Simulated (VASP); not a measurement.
**Lattice of MgB2 across functionals and dispersion corrections**

How close do the usual functionals, with and without dispersion, come to the cell of MgB2? The levels: PBE, LDA, r2SCAN and PBE + D3(BJ). LASPH is on for some levels and off for others; the table marks which. The start is a cell from a database of measured crystal structures.

Method: PBE; plane waves and PAW (Mg, B), in the first sound run; inputs show where later runs differ, in VASP 6.6.1.

**What experiment says.**

“Valence electron distribution in MgB2 studied by accurate diffraction measurements and first principle calculations” (2002, arxiv:cond-mat/0210107) quotes from earlier work for MgB2, hexagonal, P6/mmm (well-characterised powder, 300 K): lattice constant a (a, room temperature) 0.3086 nm [literature value from earlier work, used here as input for the diffraction calculations]; lattice constant c (c, room temperature) 0.3521 nm [literature value from earlier work, used here as input for the diffraction calculations].

## 1. The structure

Before any relaxation, the start is as follows. It takes space group P6/mmm (No. 191, hexagonal). Conventional cell: a = 3.082 Å, b = 3.082 Å, c = 3.515 Å, α = 90.00°, β = 90.00°, γ = 120.00°. Nearest to Mg lie 12 B at 2.50 Å. Nearest to B lie 3 B at 1.78 Å and 6 Mg at 2.50 Å. Farther neighbours are not listed.

Coordinates:

```xyz
3
Lattice="3.0823 0.0000 0.0000 -1.5412 2.6694 0.0000 0.0000 0.0000 3.5146" Properties=species:S:1:pos:R:3 pbc="T T T"
Mg    0.0000    0.0000    0.0000
B     0.0000    1.7796    1.7573
B     1.5412    0.8898    1.7573
```

## 2. Relaxation with PBE

The start need not lie at this functional's minimum. ISIF = 3 frees volume, shape and positions, and EDIFFG sets the threshold on forces and stress at which the search stops. PBE, the usual starting point, adds the gradient of the density.

INCAR

```
SYSTEM = MgB2
PREC = Accurate
ENCUT = 520
EDIFF = 1E-06
NELM = 100
ISMEAR = -1
SIGMA = 0.05
LREAL = .FALSE.
ALGO = Normal
GGA = PE
NBANDS = 10
LORBIT = 11
LWAVE = .FALSE.
LCHARG = .FALSE.
KPAR = 2
IBRION = 2
NSW = 60
ISIF = 3
EDIFFG = -0.01
```

POSCAR

```
MgB2
1.0
    3.0823000000      0.0000000000      0.0000000000
   -1.5411500000      2.6693501021      0.0000000000
    0.0000000000      0.0000000000      3.5146100000
Mg B
1 2
Direct
    0.0000000000      0.0000000000      0.0000000000
    0.3333333333      0.6666666667      0.5000000000
    0.6666666667      0.3333333333      0.5000000000
```

KPOINTS

```
Automatic mesh
0
Gamma
8 8 6
0 0 0
```

The projector-augmented-wave data sets are Mg and B (PBE family, release 64).

Command:

```
> mpirun -np 2 vasp_std
```

Log:

```text
[banner, memory and clock lines left out]
running    2 mpi-ranks, on    1 nodes
 distrk:  each k-point on    1 cores,    2 groups
 distr:  one band on    1 cores,    1 groups

 POSCAR found type information on POSCAR MgB
 POSCAR found :  2 types and       3 ions
 LDA part: xc-table for (Slater+PW92), standard interpolation
 POSCAR, INCAR and KPOINTS ok, starting setup
 FFT: planning ... GRIDC
 FFT: planning ... GRID_SOFT
 FFT: planning ... GRID
 WAVECAR not read
 entering main loop
       N       E                     dE             d eps       ncg     rms          rms(c)
DAV:   1     0.327267298396E+01    0.32727E+01   -0.39103E+03   864   0.678E+02
DAV:   2    -0.165138747084E+02   -0.19787E+02   -0.18435E+02  1008   0.110E+02
DAV:   3    -0.169919058323E+02   -0.47803E+00   -0.47463E+00  1074   0.149E+01
DAV:   4    -0.169929239723E+02   -0.10181E-02   -0.10179E-02  1010   0.707E-01
DAV:   5    -0.169929267971E+02   -0.28249E-05   -0.28250E-05   996   0.358E-02    0.523E+00
DAV:   6    -0.155773768647E+02    0.14155E+01   -0.19256E+00   884   0.677E+00    0.251E+00
DAV:   7    -0.153207779825E+02    0.25660E+00   -0.10279E+00   894   0.491E+00    0.759E-01
DAV:   8    -0.153249446182E+02   -0.41666E-02   -0.97415E-02   864   0.180E+00    0.431E-01
DAV:   9    -0.153158559129E+02    0.90887E-02   -0.22033E-02   890   0.720E-01    0.611E-02
DAV:  10    -0.153158284296E+02    0.27483E-04   -0.84599E-04   994   0.184E-01    0.234E-02
DAV:  11    -0.153158271337E+02    0.12959E-05   -0.48272E-05   914   0.427E-02    0.663E-03
DAV:  12    -0.153158246866E+02    0.24471E-05   -0.10796E-05   914   0.163E-02    0.172E-03
DAV:  13    -0.153158246276E+02    0.58969E-07   -0.28230E-07   530   0.356E-03
   1 F= -.15315825E+02 E0= -.15310832E+02  d E =-.153158E+02
 curvature:   0.00 expect dE= 0.000E+00 dE for cont linesearch  0.000E+00
 trial: gam= 0.00000 g(F)=  0.825E-49 g(S)=  0.677E-03 ort = 0.000E+00 (trialstep = 0.100E+01)
 search vector abs. value=  0.677E-03
 bond charge predicted
       N       E                     dE             d eps       ncg     rms          rms(c)
DAV:   1    -0.153164029991E+02   -0.57831E-03   -0.70529E-03   848   0.672E-01    0.678E-02
DAV:   2    -0.153161868104E+02    0.21619E-03   -0.43785E-04   938   0.120E-01    0.226E-02
DAV:   3    -0.153161720203E+02    0.14790E-04   -0.59151E-05   916   0.423E-02    0.588E-03
DAV:   4    -0.153161723784E+02   -0.35807E-06   -0.16100E-06   826   0.892E-03
   2 F= -.15316172E+02 E0= -.15311293E+02  d E =-.347751E-03
[...]
3 F= -.15316173E+02 E0= -.15311296E+02  d E =-.348088E-03
 curvature:  -0.51 expect dE=-0.568E-04 dE for cont linesearch -0.720E-09
 trial: gam= 0.16482 g(F)=  0.156E-48 g(S)=  0.111E-03 ort =-0.975E-06 (trialstep = 0.101E+01)
 search vector abs. value=  0.129E-03
 bond charge predicted
       N       E                     dE             d eps       ncg     rms          rms(c)
DAV:   1    -0.153162715083E+02   -0.98675E-04   -0.17200E-03   916   0.276E-01    0.263E-02
DAV:   2    -0.153162338920E+02    0.37616E-04   -0.76504E-05   948   0.500E-02    0.898E-03
DAV:   3    -0.153162296376E+02    0.42544E-05   -0.11529E-05   906   0.170E-02    0.269E-03
DAV:   4    -0.153162292132E+02    0.42436E-06   -0.87529E-07   488   0.611E-03
   4 F= -.15316229E+02 E0= -.15311442E+02  d E =-.564976E-04
 trial-energy change:   -0.000056  1 .order   -0.000058   -0.000111   -0.000005
 step:   1.0554(harm=  1.0554)  dis= 0.00000  next Energy=   -15.316231 (dE=-0.583E-04)
 reached required accuracy - stopping structural energy minimisation
```

Elapsed: 16 s, on 2 MPI ranks of AMD EPYC 7R43, shared host; peak memory 0.24 GiB; 31 s of CPU time.

The logs omit lines about the potential files and the build; timing stands in the text.

Parts of OUTCAR (step 2):

```text
ion  position               nearest neighbor table
   1  0.000  0.000  0.000-   2 2.50   3 2.50   2 2.50   3 2.50   3 2.50   3 2.50   2 2.50   2 2.50
                             3 2.50   3 2.50   2 2.50   2 2.50
   2  0.333  0.667  0.500-   3 1.78   3 1.78   3 1.78   1 2.50   1 2.50   1 2.50   1 2.50   1 2.50
                             1 2.50
   3  0.667  0.333  0.500-   2 1.78   2 1.78   2 1.78   1 2.50   1 2.50   1 2.50   1 2.50   1 2.50
                             1 2.50

  LATTYP: Found a hexagonal cell.
 ALAT       =     3.0823000000
 C/A-ratio  =     1.1402556532

 Subroutine GETGRP returns: Found 24 space group operations
 (whereof 24 operations were pure point group operations)

The static configuration has the point symmetry D_6h.

 Found     40 irreducible k-points:

   k-points           NKPTS =     40   k-points in BZ     NKDIM =     40   number of bands    NBANDS=     10

   dimension x,y,z NGX =    24 NGY =   24 NGZ =   28
   dimension x,y,z NGXF=    48 NGYF=   48 NGZF=   56

   ENCUT  =  520.0 eV  38.22 Ry    6.18 a.u.   5.73  5.73  6.53*2*pi/ulx,y,z

   NELECT =       8.0000    total number of electrons

 k-points in reciprocal lattice and weights: Automatic mesh
   0.00000000  0.00000000  0.00000000       0.003
   0.12500000 -0.00000000  0.00000000       0.016
   0.25000000 -0.00000000  0.00000000       0.016
   0.37500000 -0.00000000  0.00000000       0.016
   0.50000000 -0.00000000  0.00000000       0.008
   0.12500000  0.12500000  0.00000000       0.016
   0.25000000  0.12500000  0.00000000       0.031
   0.37500000  0.12500000  0.00000000       0.031
   0.25000000  0.25000000  0.00000000       0.016
[...]
0.25000000  0.25000000  0.50000000       0.016
   0.37500000  0.25000000  0.50000000       0.016

 average (electrostatic) potential at core
       1 -35.6914       2 -26.1348       3 -26.1348

 E-fermi :   5.3223

 k-point     1 :       0.0000    0.0000    0.0000
  band No.  band energies     occupation
      1      -7.1419      2.00000
      2       2.4220      2.00000
      3       5.6660      0.00206
      4       5.6660      0.00206
      5       7.0882      0.00000
      6      11.6086      0.00000
      7      11.6086      0.00000
    ...

 k-point     2 :       0.1250   -0.0000    0.0000
  band No.  band energies     occupation
      1      -6.8704      2.00000
      2       2.6858      2.00000
      3       4.3955      2.00000
      4       5.0868      1.98212
      5       7.3309      0.00000
      6      11.3655      0.00000
      7      12.7353      0.00000
      8      14.0088      0.00000
      9      14.3635      0.00000
    ...

 k-point     3 :       0.2500   -0.0000    0.0000
  band No.  band energies     occupation
      1      -6.0632      2.00000
      2       1.9092      2.00000
      3       3.4616      2.00000
      4       4.0982      2.00000
      5       8.0400      0.00000
      6      10.6651      0.00000
      7      12.1802      0.00000
      8      14.6428      0.00000
      9      15.3013      0.00000
    ...

  Total        0.0033296      0.0033296     -0.0006772      0.0000000      0.0000000      0.0000000
  in kB        0.1853792      0.1853792     -0.0377048      0.0000000      0.0000000      0.0000000
  external PRESSURE =       0.1110179 kB  Pullay stress =       0.0000000 kB

  energy-cutoff  :      520.00
  volume of cell :       28.78
      direct lattice vectors                 reciprocal lattice vectors
     3.081129534 -0.000000000  0.000000000     0.324556300  0.187382667  0.000000000
    -1.540564767  2.668336449 -0.000000000    -0.000000000  0.374765334  0.000000000
     0.000000000 -0.000000000  3.500144139    -0.000000000  0.000000000  0.285702520

 POSITION                                       TOTAL-FORCE (eV/Angst)
 -----------------------------------------------------------------------------------
      0.00000     -0.00000      3.50014        -0.000000      0.000000      0.000000
     -0.00000      1.77889      1.75007         0.000000     -0.000000      0.000000
      1.54056      0.88945      1.75007         0.000000      0.000000     -0.000000
 -----------------------------------------------------------------------------------
    total drift:                                0.000000     -0.000000     -0.000000

  FREE ENERGIE OF THE ION-ELECTRON SYSTEM (eV)
  ---------------------------------------------------
  free  energy   TOTEN  =       -15.3162292132 eV

  energy  without entropy=      -15.3066544146  energy(sigma->0) =      -15.31144181

 reached required accuracy - stopping structural energy minimisation

 total charge
# of ion       s       p       d       tot
------------------------------------------
    1        0.159   0.179   0.057   0.395
    2        0.688   1.234   0.000   1.923
    3        0.688   1.234   0.000   1.923
--------------------------------------------------
tot          1.535   2.648   0.057   4.240

[... 3 further parts left out ...]
```

CONTCAR:

```
MgB2
   1.00000000000000
     3.0811295344768497   -0.0000000000000000    0.0000000000000000
    -1.5405647672384248    2.6683364492226809   -0.0000000000000000
     0.0000000000000000   -0.0000000000000000    3.5001441391652586
  Mg              B
     1     2
Direct
     0.0000000000000000    0.0000000000000000    1.0000000000000000
     0.3333333332999970    0.6666666667000030    0.5000000000000000
     0.6666666667000030    0.3333333332999970    0.5000000000000000
```

The k-mesh is coarse for a metal. The run keeps the 24 symmetry operations of its start, so it cannot find a distortion of lower symmetry.

Relaxation path:

| step | energy less that of the first step (eV) | largest force (eV/Å) | pressure (GPa) | volume (Å³) |
| --- | --- | --- | --- | --- |
| 1 | 0.0000 | 0.0000 | -0.58 | 28.92 |
| 2 | -0.0003 | 0.0000 | 0.11 | 28.77 |
| 3 | -0.0003 | 0.0000 | 0.13 | 28.77 |
| 4 | -0.0004 | 0.0000 | 0.01 | 28.78 |

| conventional cell, symmetrised | before | after | change |
| --- | --- | --- | --- |
| a (Å) | 3.082 | 3.081 | -0.0 % |
| b (Å) | 3.082 | 3.081 | -0.0 % |
| c (Å) | 3.515 | 3.500 | -0.4 % |
| volume (Å³/atom) | 9.64 | 9.59 | -0.5 % |

Final coordinates:

```xyz
3
Lattice="3.0811 0.0000 0.0000 -1.5406 2.6683 0.0000 0.0000 0.0000 3.5001" Properties=species:S:1:pos:R:3 pbc="T T T"
Mg    0.0000    0.0000    0.0000
B     0.0000    1.7789    1.7501
B     1.5406    0.8894    1.7501
```

This step gave:

- electrons: 8
- bands: 10
- irreducible k-points: 40
- symmetry operations: 24
- free energy (TOTEN): -15.32 eV
- energy at zero smearing: -15.31 eV
- Fermi energy: 5.322 eV
- pressure: 0.01110 GPa
- metallic: yes
- SCF cycles over all ionic steps: 23

It ends with forces that vanish by symmetry and a pressure of 0.01 GPa. The volume lies -0.5 % from that of the database's start, which holds the thermal and zero-point expansion of its experiment. The conventional cell has a = 3.081 and c = 3.500 Å.

[end of part 1 of 2]

[Lines on the potential files, build, host, timing and source positions are cut from VASP's logs without a mark.]

[Logs are printed without paths, hosts, clocks, repeated set-up lines and the standing remarks that a program may print on its own settings, such as how far it seeks lower states.]

[Hosts, paths, dates, database ids (printed as entryN), source tags and the programs' standing remarks are cut or masked in the printed files.]

[A measured line is paired with the nearest computed mode of its activity, which favours agreement.]
